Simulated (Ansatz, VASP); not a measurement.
## Cross-check of MnSi (Brownleeite) between VASP and Ansatz

Aim: how closely do two programs agree when they are given the same cell, functional and k mesh? The two relaxations start from unlike cells of this crystal (the structure described is Ansatz's start), so only their ends are compared.

Calculated with Ansatz 0.2.0; plane waves, with VASP 6.6.1 beside it; relaxation of cell and atoms at LDA.

### Step 1. Set-up

The structure is cubic, space group P2_13 (No. 198). The conventional cell has a = 4.556 Å, b = 4.556 Å, c = 4.556 Å, α = 90.00°, β = 90.00°, γ = 90.00°. Mn has 7 Si at 2.30 to 2.53 Å nearest. Nearest to Si lie 7 Mn at 2.30 to 2.53 Å. Farther neighbours are not listed.

### Step 2. Ansatz: relaxation of cell and atoms, LDA

Ansatz runs on its default PAW (the set named soft_2) files.

The relaxed volume is the usual yardstick between codes: in a stiff, nearly cubic crystal its relative difference is about their pressure difference at one cell divided by the bulk modulus.

Input file input.yaml:

```yaml
crystal:
  lattice:
    - [4.55643, 0.0, 0.0]
    - [0.0, 4.55643, 0.0]
    - [0.0, 0.0, 4.55643]
  atoms:
    - { symbol: Mn, position: [0.1381, 0.1381, 0.1381], spin: 4.0 }
    - { symbol: Mn, position: [0.3619, 0.8619, 0.6381], spin: 4.0 }
    - { symbol: Mn, position: [0.6381, 0.3619, 0.8619], spin: 4.0 }
    - { symbol: Mn, position: [0.8619, 0.6381, 0.3619], spin: 4.0 }
    - { symbol: Si, position: [0.8462, 0.8462, 0.8462] }
    - { symbol: Si, position: [0.6538, 0.1538, 0.3462] }
    - { symbol: Si, position: [0.3462, 0.6538, 0.1538] }
    - { symbol: Si, position: [0.1538, 0.3462, 0.6538] }
kpoints:
  mp_grid: { grid: [8, 8, 8] }
hamiltonian:
  xc: lda
scf:
  occupations: { method: methfessel_paxton, width: 0.25 }
output:
  forces: true
  stress: true
  eigenvalues: true
  populations: true
magnetization:
  spin_polarized: true
relax:
  adjacent_minimum: "off"
  f_tol: 0.005
  max_steps: 60
  cell: { stress_tol: 0.03 }
```

Started as:

```bash
> ansatz run input.yaml --threads 8 --pin off --max-ram 16384MiB --backend cpu --events-out ev --progress --plain --runs-dir out
```

Numbers of over 12 decimals in the logs are rounded to 6 here.

The log of the run:

```text
Engine: ansatz 0.2.0, x86_64-unknown-linux-gnu
Pseudopotentials: kind: paw
Pseudopotential: Mn, paw, valence charge 15, recommended cutoff 420 eV (normal), Mn.paw.azcp
Pseudopotential: Si, paw, valence charge 4, recommended cutoff 420 eV (normal), Si.paw.azcp
Functional definition: SPW92
  exchange = slater_x
  correlation = pw_c
Crystal: 8 atoms, lattice volume = 94.596 Å³
Basis set: ecut = 420 eV, 1839 PW (Γ)
Bands: 56, of which v1, the nominal top of the filled ones, is band 38 counted from 1 (37 counted from 0)
Symmetry: 12 space group operations
Space group: P213 (ITA 198), of the structure as read, at distance tolerance 4.6e-5 Å
Magnetic group: BNS 198.9 (UNI 1511), of the structure as read, at distance tolerance 4.6e-5 Å
k-points: 45 of 512 (time reversal used)
Non-local potential: Mn, projectors of the file, l = 0: 3, l = 1: 2, l = 2: 3, l = 3: 1
Non-local potential: Si, projectors of the file, l = 0: 2, l = 1: 2, l = 2: 2
PAW form: soft (Blöchl's): semilocal exchange-correlation on the pseudo side does not see the compensation charge
PAW frozen core: Mn, regenerated for the run's functional, and the local potential with it (the file was generated under x = pbe(κ = 0.804, μ = 0.219515), c = pbe(β = 0.066725))
PAW frozen core: Si, regenerated for the run's functional, and the local potential with it (the file was generated under x = pbe(κ = 0.804, μ = 0.219515), c = pbe(β = 0.066725))
PAW one-centre angular grid: Mn, 590 points (default); XC on 64 Gauss nodes
PAW one-centre angular grid: Si, 110 points (default); XC on 64 Gauss nodes
Initial density: superposition of atomic densities (chi_scale 0.1, normalization cell)
Starting moments: Σ|m| = 16 μB on 4 of 8 sites
Initial wavefunctions: pseudopotential atomic-orbital guess
Functional: x = slater, c = lda
SCF iter   1: F=—  HF=-17796.269059 eV  |F-HF|=—  |Δ(HF+E_count)|=         —  Δρ=1.12e-1 (↑1.12e-1 ↓4.56e-2)  dr2=5.42e0  dr2_m=4.81e0  M=9.945 μB ∫|m|=11.830 μB  β_m=0.30  ethr=3.10e-3  ⟨swp⟩=6.9  Hψ=19692  notcnv=0
Mixer restart at iter 1: flushing history
preconditioner: auto → Kerker (q_TF=auto, 2.631 Å⁻¹)  [metal: Δε(μ)=0.024 eV  Ē_g=8.569 eV  σ=0.250 eV  W_gap=0.05  n_scr=26 (ndim 8)  ℏωp=25.3 eV  f_vac=0.000  D(μ)=3.57/eV (n_scr^D=26)]
spin=Collinear: Kerker preconditioning applied to the charge; magnetization (m = ρ↑ − ρ↓) channel mixes plain (no charge-response kernel on spin).
SCF iter   2: F=—  HF=-17795.681362 eV  |F-HF|=—  |Δ(HF+E_count)|=   5.88e-1  Δρ=5.90e-2 (↑5.90e-2 ↓4.99e-2)  dr2=7.30e-1  dr2_m=2.41e0  M=9.682 μB ∫|m|=11.608 μB  β_m=0.47  ethr=3.10e-3  ⟨swp⟩=2.3  Hψ=8649  notcnv=0  defer=546
SCF iter   3: F=—  HF=-17800.592185 eV  |F-HF|=—  |Δ(HF+E_count)|=    4.91e0  Δρ=4.44e-2 (↑3.62e-2 ↓4.44e-2)  dr2=6.49e-1  dr2_m=1.34e0  M=8.606 μB ∫|m|=10.474 μB  β_m=0.63  ethr=9.61e-4  ⟨swp⟩=2.7  Hψ=7815  notcnv=0  defer=546
SCF iter   4: F=—  HF=-17803.245515 eV  |F-HF|=—  |Δ(HF+E_count)|=    2.65e0  Δρ=2.33e-2 (↑1.86e-2 ↓2.33e-2)  dr2=2.17e-1  dr2_m=3.58e-1  M=7.326 μB ∫|m|=8.694 μB  β_m=0.87  ethr=8.54e-4  ⟨swp⟩=2.0  Hψ=8338  notcnv=0  defer=551
SCF iter   5: F=—  HF=-17804.250027 eV  |F-HF|=—  |Δ(HF+E_count)|=         —  Δρ=7.51e-2 (↑7.51e-2 ↓5.40e-2)  dr2=3.61e-1  dr2_m=3.56e0  M=3.287 μB ∫|m|=3.918 μB  β_m=1.00  ethr=2.85e-4  ⟨swp⟩=2.3  Hψ=9499  notcnv=0  defer=588
Mixer restart at iter 5: flushing history
SCF iter   6: F=—  HF=-17803.939366 eV  |F-HF|=—  |Δ(HF+E_count)|=   3.11e-1  Δρ=8.06e-3 (↑8.06e-3 ↓5.92e-3)  dr2=6.95e-2  dr2_m=4.02e-3  M=3.498 μB ∫|m|=3.998 μB  β_m=0.87  ethr=6.58e-5  ⟨swp⟩=3.0  Hψ=10536  notcnv=0  defer=638
SCF iter   7: F=—  HF=-17803.944697 eV  |F-HF|=—  |Δ(HF+E_count)|=   5.33e-3  Δρ=1.79e-2 (↑1.79e-2 ↓4.01e-3)  dr2=3.75e-1  dr2_m=4.63e-2  M=3.190 μB ∫|m|=3.625 μB  β_m=0.51  ethr=6.58e-5  ⟨swp⟩=2.0  Hψ=9906  notcnv=0  defer=590  recentre
SCF iter   8: F=—  HF=-17803.868390 eV  |F-HF|=—  |Δ(HF+E_count)|=   7.63e-2  Δρ=2.17e-3 (↑1.81e-3 ↓2.17e-3)  dr2=1.21e-2  dr2_m=1.00e-3  M=3.377 μB ∫|m|=3.844 μB  β_m=0.81  ethr=6.58e-5  ⟨swp⟩=2.0  Hψ=9762  notcnv=0  defer=642
SCF iter   9: F=—  HF=-17803.861714 eV  |F-HF|=—  |Δ(HF+E_count)|=   6.68e-3  Δρ=1.43e-3 (↑1.43e-3 ↓1.02e-3)  dr2=4.23e-3  dr2_m=4.12e-5  M=3.352 μB ∫|m|=3.798 μB  β_m=0.91  ethr=1.59e-5  ⟨swp⟩=2.0  Hψ=7125  notcnv=0  defer=642
SCF iter  10: F=—  HF=-17803.862874 eV  |F-HF|=—  |Δ(HF+E_count)|=   1.16e-3  Δρ=3.16e-4 (↑3.16e-4 ↓8.36e-5)  dr2=3.84e-5  dr2_m=2.80e-5  M=3.332 μB ∫|m|=3.776 μB  β_m=0.95  ethr=5.57e-6  ⟨swp⟩=2.4  Hψ=7928  notcnv=0  defer=642
SCF iter  11: F=—  HF=-17803.862861 eV  |F-HF|=—  |Δ(HF+E_count)|=   1.36e-5  Δρ=1.72e-4 (↑1.72e-4 ↓1.34e-4)  dr2=1.06e-6  dr2_m=2.00e-5  M=3.328 μB ∫|m|=3.771 μB  β_m=0.98  ethr=5.05e-8  ⟨swp⟩=2.5  Hψ=8298  notcnv=0  defer=642
[...]
iter 1 solved again at ethr=7.27e-7 eV; its pass at ethr=3.10e-3 eV (dr2=5.52e-4 eV) is discarded
SCF iter   1: F=—  HF=-17804.214501 eV  |F-HF|=—  |Δ(HF+E_count)|=         —  Δρ=8.15e-7 (↑8.15e-7 ↓8.04e-7)  dr2=1.61e-9  dr2_m=4.21e-12  M=2.759 μB ∫|m|=3.053 μB  β_m=0.30  ethr=7.27e-7  ⟨swp⟩=2.8  Hψ=30686  notcnv=0
eigensolver tolerance schedule: the retry pair's looser diagonalisation over-reported the residual by 342932.75 of it (diagonalisation noise at an unbounded share of the residual, at the tolerance the schedule requests for it); recorded, not acted on — ethr = c·dr2/N_el stays at c = 1.0e-1
spin=Collinear: Kerker preconditioning applied to the charge; magnetization (m = ρ↑ − ρ↓) channel mixes plain (no charge-response kernel on spin).
SCF iter   2: F=—  HF=-17804.214490 eV  |F-HF|=—  |Δ(HF+E_count)|=   1.09e-5  S|Δr|=    0.00e0  Δρ=4.31e-7 (↑4.05e-7 ↓4.31e-7)  dr2=2.09e-10  dr2_m=1.48e-12  M=2.759 μB ∫|m|=3.053 μB  β_m=0.39  ethr=2.12e-12  ⟨swp⟩=4.0  Hψ=14416  notcnv=0
SCF iter   3: F=—  HF=-17804.214490 eV  |F-HF|=—  |Δ(HF+E_count)|=  3.27e-11  S|Δr|=    0.00e0  Δρ=2.75e-7 (↑2.71e-7 ↓2.75e-7)  dr2=1.17e-10  dr2_m=4.52e-13  M=2.759 μB ∫|m|=3.053 μB  β_m=0.59  ethr=1.00e-12  ⟨swp⟩=7.1  Hψ=20114  notcnv=0
SCF iter   4: F=—  HF=-17804.214490 eV  |F-HF|=—  |Δ(HF+E_count)|=  3.27e-11  S|Δr|=    0.00e0  Δρ=2.02e-7 (↑2.02e-7 ↓1.60e-7)  dr2=6.50e-11  dr2_m=4.85e-13  M=2.759 μB ∫|m|=3.053 μB  β_m=0.45  ethr=1.00e-12  ⟨swp⟩=1.0  Hψ=5040  notcnv=0
SCF iter   5: F=-17804.214490 eV  HF=-17804.214490 eV  |F-HF|=3.64e-12  |Δ(HF+E_count)|=  3.64e-12  S|Δr|=    0.00e0  Δρ=6.63e-8 (↑6.63e-8 ↓5.13e-8)  dr2=4.97e-12  dr2_m=1.09e-13  M=2.759 μB ∫|m|=3.053 μB  ethr=1.00e-12  ⟨swp⟩=4.0  Hψ=18277  notcnv=0
SCF 8 converged in 5 iterations: F = -17804.214490 eV  dr2 = 4.97e-12
relax step   8: F+E_penalty+E_count = -17804.21449010 eV  Δ(F+E_penalty+E_count) = +1.730e-5 eV  max|allowed force component| = 2.005e-5 eV/Å  Δτ_max = 0.0000 Å  P = -0.000 GPa  Ω = 86.851 Å³  stress off target by 3.41e-4 GPa  SCF on the basis re-selected at this cell (its energy is not comparable with the rows above)  (5 SCF iters)
basis re-selected at this cell: Δ(F+E_penalty+E_count) = +1.730e-5 eV, ΔP = -0.000 GPa vs the last step (what re-selecting the basis moved, of the pressure what is left beyond the Pulay correction that the steps carried, after the strain that the cell walked since its last selection, with what the two solves' SCF thresholds leave and, on support functions, any second-order correction that the steps lacked; it is no m [...]
SCF converged after 5 iterations
Stability not checked: this state was not tested for a lower state beside it, because cold or Methfessel-Paxton smearing, or corrected tetrahedra, fill the levels in a way that the test cannot read (fill_not_monotonic; see scf.lower_state_search)
Magnetization: 2.7587 μB (39.3794 up, 36.6206 down)
Absolute magnetization: 3.0536 μB (∫|ρ↑−ρ↓|, with the PAW one-centre terms)
Spin contamination: 0.0255 ħ² per cell (⟨S²⟩ above its minimum at these occupations)
Per-site moments (μB) at R_I (Å): [(0.673239, 0.923550), (0.673239, 0.923550), (0.673239, 0.923550), (0.673239, 0.923550), (-0.018340, 0.923550), (-0.018340, 0.923550), (-0.018340, 0.923550), (-0.018340, 0.923550)]
Free energy (F): -17804.214490 eV
Harris-Foulkes:  -17804.214490 eV  (|F-HF|=3.64e-12)
Internal energy: -17804.212633 eV  (E = F + TS)
E sigma→0 (E₀):  -17804.214026 eV
Entropy (-TS):   -0.001857 eV (-0.232 meV/atom)
Fermi energy:    16.843817 eV
--- Per-component energies (eV) ---
  E_band       = -646.686040
  E_kinetic    = 1437.228466
  E_local      = -8336.322908  (includes V_loc(G=0)·N_el)
  E_nonlocal   = 1073.638536
  E_hartree    = 3589.384650
  E_xc         = -694.860858
  E_vxc        = -801.045242  (∫ρ·V_xc dr)
  E_paw        = -6908.719239  (= ΣΔE_a)
  E_vpaw       = -1198.954402  (= ΣTr[D̂ρ^β])
  E_aug_tail   = -0.000018  (compensation charges beyond the density's cutoff)
  E_ewald      = -7966.434396
  E_core_change = 1.873135  (= ΣΔE_core)
  E_smearing   = -0.001857  (= −TS)
  E_closure    = 0.000000  (closes the sum)
  Σ components = -17804.214490   (vs F -17804.214490, Δ=0.00e0)
--- Forces (eV/Å), atoms counted from 1 ---
  atom   1  Mn     0.00001470     0.00001470     0.00001470
  atom   2  Mn    -0.00001470    -0.00001470     0.00001470
  atom   3  Mn     0.00001470    -0.00001470    -0.00001470
  atom   4  Mn    -0.00001470     0.00001470    -0.00001470
  atom   5  Si     0.00002005     0.00002005     0.00002005
  atom   6  Si    -0.00002005    -0.00002005     0.00002005
  atom   7  Si     0.00002005    -0.00002005    -0.00002005
  atom   8  Si    -0.00002005     0.00002005    -0.00002005
  max |Σ_I F_I| component: 1.39e-16 eV/Å
--- Stress (GPa, compression-positive) ---
       -0.000341       0.000000      -0.000000
        0.000000      -0.000341      -0.000000
       -0.000000      -0.000000      -0.000341
  P = ⅓ Tr σ = -0.0003 GPa (-0.003 kbar)
--- Band table (eV; the first three rows and the last of 90) ---
  k-point 0 ↑: bands = [... 34 lower, 14.9529, 16.7511, 16.7511, 16.7511, 16.8658, 16.8658, 17.9167, 17.9167, ... 14 higher]
  k-point 1 ↑: bands = [... 34 lower, 15.1922, 16.5799, 16.5933, 16.8300, 16.8661, 16.9744, 17.6830, 17.8648, ... 14 higher]
  k-point 2 ↑: bands = [... 34 lower, 15.3379, 16.2277, 16.5063, 16.7283, 16.8764, 17.0954, 17.4874, 17.7179, ... 14 higher]
  k-point 44 ↓: bands = [... 34 lower, 16.7346, 16.7346, 16.9485, 16.9485, 16.9485, 16.9485, 18.1638, 18.1638, ... 14 higher]
--- Relaxed structure (6 steps of the walk, 6 accepted, 2 SCFs on fresh bases) ---
  F+E_penalty+E_count = -17804.21449010 eV   max|allowed force component| = 2.005e-5 eV/Å   (the final SCF, on the basis selected at the relaxed cell)
  cell:  # Å, volume = 86.8511 Å³
    - [4.428519, 0, 0]
    - [0, 4.428519, 0]
    - [0, 0, 4.428519]
  atoms:
    - { symbol: Mn, position: [0.137284, 0.137284, 0.137284] }
    - { symbol: Mn, position: [0.362716, 0.862716, 0.637284] }
    - { symbol: Mn, position: [0.637284, 0.362716, 0.862716] }
    - { symbol: Mn, position: [0.862716, 0.637284, 0.362716] }
    - { symbol: Si, position: [0.845395, 0.845395, 0.845395] }
    - { symbol: Si, position: [0.654605, 0.154605, 0.345395] }
    - { symbol: Si, position: [0.345395, 0.654605, 0.154605] }
    - { symbol: Si, position: [0.154605, 0.345395, 0.654605] }
--- Löwdin populations: 8 sites ---
  site symbol       q [e]    m [muB]
     0     Mn     14.7471     0.7430
     1     Mn     14.7471     0.7430
     2     Mn     14.7471     0.7430
     3     Mn     14.7471     0.7430
     4     Si      4.0221    -0.0540
     5     Si      4.0221    -0.0540
     6     Si      4.0221    -0.0540
     7     Si      4.0221    -0.0540
  spilling = 0.012150 (of n_electrons = 76.000000)
```

The column dr2 measures how far the density is from self-consistency, as an energy; F and HF (Harris–Foulkes) agree once it is small.

(Part 1 of 2 ends here.)

[Lines on the potential files, build, host, timing and source positions are cut from VASP's logs without a mark.]

[Logs are printed without paths, hosts, clocks, repeated set-up lines and the standing remarks that a program may print on its own settings, such as how far it seeks lower states.]

[Hosts, paths, dates, database ids (printed as entryN), source tags and the programs' standing remarks are cut or masked in the printed files.]
